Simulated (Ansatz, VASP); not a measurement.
**Ga2Sb2H3 (GaSb wire along [110], 16 atoms a period, H-terminated) in two plane-wave programs**

Aim: how closely do two programs agree when they are given the same cell, functional and k mesh? The cell is taken from a series of runs on this material, whose earlier steps may have relaxed, scaled, displaced or heated it; both programs get it as it stands.

Method: plane waves, with VASP 6.6.1 beside it; r2SCAN, in Ansatz 0.2.0.

## 1. Set-up

The cell holds 28 atoms: 8 Sb, 12 H and 8 Ga. Its edges and angles: a = 19.590 Å, b = 18.440 Å, c = 4.444 Å, α = 90.0°, β = 90.0°, γ = 90.0°. Vacuum lies along a and b. The structure's axis is c.

## 2. Ansatz: single point, r2SCAN

Ansatz runs on its PAW soft_1 files.

A single point takes one fixed geometry, so differences don't come from the geometry; what else differs is listed under the comparison.

Contents of input.yaml:

```yaml
crystal:
  lattice:
    - [19.59, 0.0, 0.0]
    - [0.0, 18.44, 0.0]
    - [0.0, 0.0, 4.4442734547]
  atoms:
    - { symbol: Sb, position: [0.38479335, 0.620006511, 0.0] }
    - { symbol: H, position: [0.415748535, 0.812238387, 0.0] }
    - { symbol: Ga, position: [0.45982633, 0.741294757, 0.0] }
    - { symbol: Ga, position: [0.46235169, 0.5, 0.0] }
    - { symbol: Sb, position: [0.698317015, 0.608853716, 0.0] }
    - { symbol: H, position: [0.742808317, 0.689183723, 0.0] }
    - { symbol: Ga, position: [0.792470937, 0.5, 0.0] }
    - { symbol: H, position: [0.181177131, 0.5, 0.215851875] }
    - { symbol: H, position: [0.827972336, 0.5, 0.312069685] }
    - { symbol: Sb, position: [0.240193969, 0.5, 0.5] }
    - { symbol: H, position: [0.256472843, 0.306539607, 0.5] }
    - { symbol: H, position: [0.256472843, 0.693460393, 0.5] }
    - { symbol: Ga, position: [0.307519602, 0.371962033, 0.5] }
    - { symbol: Ga, position: [0.307519602, 0.628037967, 0.5] }
    - { symbol: Sb, position: [0.536754928, 0.268809001, 0.5] }
    - { symbol: Sb, position: [0.536754928, 0.731190999, 0.5] }
    - { symbol: Sb, position: [0.54106654, 0.5, 0.5] }
    - { symbol: H, position: [0.58926761, 0.194248995, 0.5] }
    - { symbol: H, position: [0.58926761, 0.805751005, 0.5] }
    - { symbol: Ga, position: [0.621409222, 0.382006914, 0.5] }
    - { symbol: Ga, position: [0.621409222, 0.617993086, 0.5] }
    - { symbol: H, position: [0.827972336, 0.5, 0.687930315] }
    - { symbol: H, position: [0.181177131, 0.5, 0.784148125] }
    - { symbol: Sb, position: [0.38479335, 0.379993489, 0.0] }
    - { symbol: H, position: [0.415748535, 0.187761613, 0.0] }
    - { symbol: Ga, position: [0.45982633, 0.258705243, 0.0] }
    - { symbol: Sb, position: [0.698317015, 0.391146284, 0.0] }
    - { symbol: H, position: [0.742808317, 0.310816277, 0.0] }
kpoints:
  mp_grid: { grid: [1, 1, 14] }
  band_path: { path: ["Γ", Z], npoints: 90 }
scf:
  occupations: { method: fermi_dirac, width: 0.05 }
hamiltonian:
  xc: r2scan
  pseudopotentials: { kind: paw, azcp: { folder: soft_1 } }
```

Launch:

```console
$ ansatz run input.yaml --threads 8 --pin off --max-ram 16384MiB --backend cpu --events-out ev --progress --plain --runs-dir out
```

Numbers of over 12 decimals in the logs are rounded to 6 here.

What it wrote:

```text
Engine: ansatz 0.2.0, aarch64-unknown-linux-gnu
Pseudopotentials: kind: paw
Pseudopotential: Sb, paw, valence charge 15, recommended cutoff 500 eV (meta_gga), soft_1/Sb.paw.azcp
Pseudopotential: H, paw, valence charge 1, recommended cutoff 500 eV (meta_gga), soft_1/H.paw.azcp
Pseudopotential: Ga, paw, valence charge 13, recommended cutoff 500 eV (meta_gga), soft_1/Ga.paw.azcp
Functional definition: r2SCAN
  parameter k0 = 0.174
  parameter k1 = 0.065
  parameter a1 = 4.9479
  exchange = r2scan_x(k0 = k0, k1 = k1, a1 = a1)
  correlation = r2scan_c
Crystal: 28 atoms, lattice volume = 1605.448 Å³
Basis set: ecut = 500 eV, 40717 PW (Γ), exchange–correlation on 576×540×144 points (64 copies of the dense FFT grid, shifted against one another)
Bands: 146, of which v1, the nominal top of the filled ones, is band 118 counted from 1 (117 counted from 0)
Symmetry: 4 space group operations
Space group: Pmm2 (ITA 25), of the structure as read, at distance tolerance 1.2e-4 Å
k-points: 8 of 14
Non-local potential: Sb, projectors of the file, l = 0: 2, l = 1: 2, l = 2: 2, l = 3: 1
Non-local potential: H, projectors of the file, l = 0: 2, l = 1: 1
Non-local potential: Ga, projectors of the file, l = 0: 2, l = 1: 2, l = 2: 3, l = 3: 1
PAW form: soft (Blöchl's): semilocal exchange-correlation on the pseudo side does not see the compensation charge
PAW frozen core: Sb, regenerated for the run's functional (the file was generated under x = pbe(κ = 0.804, μ = 0.219515), c = pbe(β = 0.066725))
PAW frozen core: Ga, regenerated for the run's functional (the file was generated under x = pbe(κ = 0.804, μ = 0.219515), c = pbe(β = 0.066725))
PAW one-centre angular grid: Sb, 590 points (default); XC on 160 Gauss nodes
PAW one-centre angular grid: H, 302 points (default); XC on 160 Gauss nodes
PAW one-centre angular grid: Ga, 590 points (default); XC on 160 Gauss nodes
Initial density: superposition of atomic densities (neutral atoms: chi_scale 0, normalization atom)
Initial wavefunctions: pseudopotential atomic-orbital guess
Functional: x = r2scan, c = r2scan; τ floored in thin density (d = 2e-4 eV/Å³)
SCF iter   1: F=—  HF=-82507.102077 eV  |F-HF|=—  |Δ(HF+E_count)|=         —  Δρ=2.87e-2  dr2=1.19e1  dr2_τ=9.94e-2  ethr=3.10e-3  ⟨swp⟩=7.1  Hψ=4796  notcnv=0  defer=24
preconditioner: auto → Resta (q_TF=auto, 1.982 Å⁻¹)  ε∞=1.7  [insulator: Δε(μ)=1.647 eV  Ē_g=13.925 eV  σ=0.050 eV  W_gap=1.00  n_scr=220 (ndim 8)  ℏωp=11.6 eV  f_vac=0.588  D(μ)=0.00/eV (n_scr^D=0)  ε∞_Penn≈1.7  vacuum switching on, ρ_ref=1.4e-2 e/Å³]
SCF iter   2: F=—  HF=-82505.440938 eV  |F-HF|=—  |Δ(HF+E_count)|=    1.66e0  Δρ=1.31e-2  dr2=2.71e0  dr2_τ=2.15e-2  ethr=3.10e-3  ⟨swp⟩=3.0  Hψ=1666  notcnv=0  defer=165
SCF iter   3: F=—  HF=-82505.620149 eV  |F-HF|=—  |Δ(HF+E_count)|=   1.79e-1  Δρ=4.98e-3  dr2=2.00e0  dr2_τ=8.25e-3  ethr=1.15e-3  ⟨swp⟩=3.2  Hψ=1679  notcnv=0  defer=172
SCF iter   4: F=—  HF=-82505.301777 eV  |F-HF|=—  |Δ(HF+E_count)|=   3.18e-1  Δρ=1.45e-3  dr2=5.17e-2  dr2_τ=7.74e-4  ethr=8.48e-4  ⟨swp⟩=3.9  Hψ=1651  notcnv=0  defer=167
SCF iter   5: F=—  HF=-82505.313161 eV  |F-HF|=—  |Δ(HF+E_count)|=   1.14e-2  Δρ=5.31e-4  dr2=6.41e-3  dr2_τ=1.65e-4  ethr=2.19e-5  ⟨swp⟩=2.8  Hψ=1810  notcnv=0  defer=166
SCF iter   6: F=—  HF=-82505.315289 eV  |F-HF|=—  |Δ(HF+E_count)|=   2.13e-3  Δρ=2.25e-4  dr2=8.10e-4  dr2_τ=2.21e-5  ethr=2.72e-6  ⟨swp⟩=2.0  Hψ=1555  notcnv=0  defer=166
SCF iter   7: F=—  HF=-82505.316136 eV  |F-HF|=—  |Δ(HF+E_count)|=   8.47e-4  Δρ=8.72e-5  dr2=2.83e-4  dr2_τ=4.25e-6  ethr=3.43e-7  ⟨swp⟩=2.0  Hψ=1584  notcnv=0  defer=166
SCF iter   8: F=—  HF=-82505.316260 eV  |F-HF|=—  |Δ(HF+E_count)|=   1.24e-4  Δρ=2.69e-5  dr2=1.40e-5  dr2_τ=3.75e-7  ethr=1.20e-7  ⟨swp⟩=2.0  Hψ=1351  notcnv=0  defer=166
SCF iter   9: F=—  HF=-82505.316437 eV  |F-HF|=—  |Δ(HF+E_count)|=   1.77e-4  Δρ=1.05e-5  dr2=2.08e-6  dr2_τ=3.68e-8  ethr=5.93e-9  ⟨swp⟩=2.0  Hψ=1684  notcnv=0  defer=166
SCF iter  10: F=—  HF=-82505.316441 eV  |F-HF|=—  |Δ(HF+E_count)|=   4.39e-6  Δρ=5.14e-6  dr2=9.91e-7  dr2_τ=6.84e-9  ethr=8.81e-10  ⟨swp⟩=2.1  Hψ=1627  notcnv=0  defer=166
SCF iter  11: F=—  HF=-82505.316442 eV  |F-HF|=—  |Δ(HF+E_count)|=   2.42e-7  Δρ=1.54e-6  dr2=1.23e-7  dr2_τ=8.82e-10  ethr=4.20e-10  ⟨swp⟩=2.0  Hψ=1626  notcnv=0  defer=166
SCF iter  12: F=-82505.316442 eV  HF=-82505.316442 eV  |F-HF|=1.73e-9  |Δ(HF+E_count)|=   5.91e-8  Δρ=7.11e-7  dr2=1.66e-8  dr2_τ=1.86e-10  ethr=4.24e-11  ⟨swp⟩=14.9  Hψ=5514  notcnv=0
SCF 1 converged in 12 iterations: F = -82505.316442 eV  dr2 = 1.66e-8
  greatest PAW one-centre occupation: 0.994 electrons in one spin orbital (limit 2), on the Sb atom at site 4 (counted from 0), in its partial waves of l = 2
NSCF: frozen V_eff on 91 k-points
SCF converged after 12 iterations
Free energy (F): -82505.316442 eV
Harris-Foulkes:  -82505.316442 eV  (|F-HF|=1.73e-9)
Internal energy: -82505.316442 eV  (E = F + TS)
E sigma→0 (E₀):  -82505.316442 eV
Fermi energy:    -0.677465 eV
--- Per-component energies (eV) ---
  E_band       = -4204.702691
  E_kinetic    = 2333.423349
  E_local      = -124217.642567  (includes V_loc(G=0)·N_el)
  E_nonlocal   = 2405.912025
  E_hartree    = 61454.729007
  E_xc         = -1274.363655
  E_vxc        = -1350.456503  (∫ρ·V_xc dr)
  E_paw        = -52606.809022  (= ΣΔE_a)
  E_vpaw       = -6363.519652  (= ΣTr[D̂ρ^β])
  E_aug_tail   = -0.000242  (compensation charges beyond the density's cutoff)
  E_vtau       = 78.121304  (kinetic-family band-sum trace: ∫τ·v_τ [+ j·A + Jᵃ·Aᵃ] dr)
  E_ewald      = 29400.610731
  E_core_change = -1.176067  (= ΣΔE_core)
  E_smearing   = -0.000000  (= −TS)
  E_closure    = -0.000000  (closes the sum)
  Σ components = -82505.316442   (vs F -82505.316442, Δ=0.00e0)
--- Band table (eV; the first three rows and the last of 8) ---
  k-point 0: bands = [... 114 lower, -2.2014, -2.1857, -1.8505, -1.5338, 0.2080, 0.2275, 0.3141, 0.5208, ... 24 higher]
  k-point 1: bands = [... 114 lower, -2.2350, -2.0730, -2.0479, -1.8013, 0.4920, 0.5168, 0.6005, 0.7906, ... 24 higher]
  k-point 2: bands = [... 114 lower, -2.3066, -2.2993, -2.2722, -1.9724, 1.0412, 1.0515, 1.0772, 1.2962, ... 24 higher]
  k-point 7: bands = [... 114 lower, -2.9604, -2.8151, -2.6852, -2.6321, 0.7348, 0.8683, 0.8975, 1.0906, ... 24 higher]
```

(Continued in part 2 of 2.)

[Lines on the potential files, build, host, timing and source positions are cut from VASP's logs without a mark.]

[Logs are printed without paths, hosts, clocks, repeated set-up lines and the standing remarks that a program may print on its own settings, such as how far it seeks lower states.]

[Hosts, paths, dates, database ids (printed as entryN), source tags and the programs' standing remarks are cut or masked in the printed files.]
